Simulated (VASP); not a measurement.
# CNH₂I: screened Coulomb integrals of an active space by constrained RPA

CNH₂I, molecule in box, 5 atoms in the cell.

| Functional | Screened U within a state, mean (eV) | Screened U' between states, mean (eV) | Screened J (eV) | Bare U within a state, mean (eV) | Bare U' between states, mean (eV) | Time (s) |
|---|---|---|---|---|---|---|
| LDA | 7.19 | 5.30 | 0.15 | 10.69 | 6.60 | 273 |
| PBE | 7.17 | 5.31 | 0.18 | 10.62 | 6.66 | 283 |
| r2SCAN | 7.46 | 5.50 | 0.21 | 10.69 | 6.72 | 621 |
| PBE0 | 7.41 | 5.77 | 0.34 | 9.94 | 6.92 | 306 |
| HSE06 | 7.25 | 5.61 | 0.33 | 10.02 | 6.93 | 336 |

Limits: the periodic box is only 6.24 Å wide at its narrowest and no larger one was tried.

## Input of the first row

INCAR.step1:
```
ALGO     = Normal         # electronic algorithm
EDIFF    = 1E-7           # SCF threshold, eV
ENCUT    = 420            # plane-wave cutoff, eV
GGA      = CA             # functional
ISMEAR   = -1             # smearing method
LASPH    = True           # aspherical terms in the spheres
LCHARG   = False          # write CHGCAR
LWAVE    = True           # write WAVECAR
NELM     = 150            # most SCF steps
PREC     = Accurate       # precision mode
SIGMA    = 0.02           # smearing width, eV
```

INCAR.step2, as INCAR.step1 but for:
```
- ALGO = Normal
- NELM = 150
+ ALGO = Exact
+ LOPTICS = True
+ NBANDS = 129
+ NELM = 1
```

INCAR.step3:
```
ALGO     = CRPA           # electronic algorithm
ENCUT    = 420            # plane-wave cutoff, eV
ENCUTGW  = 90             # cutoff of the response function
GGA      = CA             # functional
ISMEAR   = -1             # smearing method
LASPH    = True           # aspherical terms in the spheres
LCHARG   = False          # write CHGCAR
LOCALIZED_BASIS= BLOCH        
LWAVE    = False          # write WAVECAR
NBANDS   = 132            # bands
NCRPA_BANDS= 9 10         
NTARGET_STATES= 9 10         
PREC     = Accurate       # precision mode
PRECFOCK = Fast         
SIGMA    = 0.02           # smearing width, eV
```

KPOINTS:
```
k-points
0
Gamma
  1 1 1
```

POSCAR:
```
H2CIN
1.0
    8.4900000000      0.0000000000      0.0000000000
    0.0000000000      6.2400000000      0.0000000000
    0.0000000000      0.0000000000      6.9500000000
N C I H
1 1 1 2
Direct
    0.3767844500      0.4069871700      0.5044028800
    0.5091637300      0.4847916700      0.4715251800
    0.7054534700      0.4009935800      0.6404172600
    0.2945465300      0.4637179500      0.4100575600
    0.5420730200      0.5990064200      0.3595827400
```

Commands (each step's output is kept before the next begins):
```
cat potpaw_LDA.64/N_GW/POTCAR potpaw_LDA.64/C_GW/POTCAR potpaw_LDA.64/I_GW/POTCAR potpaw_LDA.64/H_GW/POTCAR > POTCAR
cp INCAR.step1 INCAR
mpirun -np 4 vasp_std > vasp.out
cp INCAR.step2 INCAR
mpirun -np 4 vasp_std > vasp.out
cp INCAR.step3 INCAR
mpirun -np 4 vasp_std > vasp.out
```

Changes of the last row against the first:
```
(all steps)
- GGA = CA
+ GGA = PE
+ LHFCALC = True
+ HFSCREEN = 0.2
- cat potpaw_LDA.64/N_GW/POTCAR potpaw_LDA.64/C_GW/POTCAR potpaw_LDA.64/I_GW/POTCAR potpaw_LDA.64/H_GW/POTCAR > POTCAR
+ cat potpaw_PBE.64/N_GW/POTCAR potpaw_PBE.64/C_GW/POTCAR potpaw_PBE.64/I_GW/POTCAR potpaw_PBE.64/H_GW/POTCAR > POTCAR
```

VASP 6.6.1 took 273 s on 4 cores (Intel Xeon Platinum 8488C (Sapphire Rapids)), a shared host.
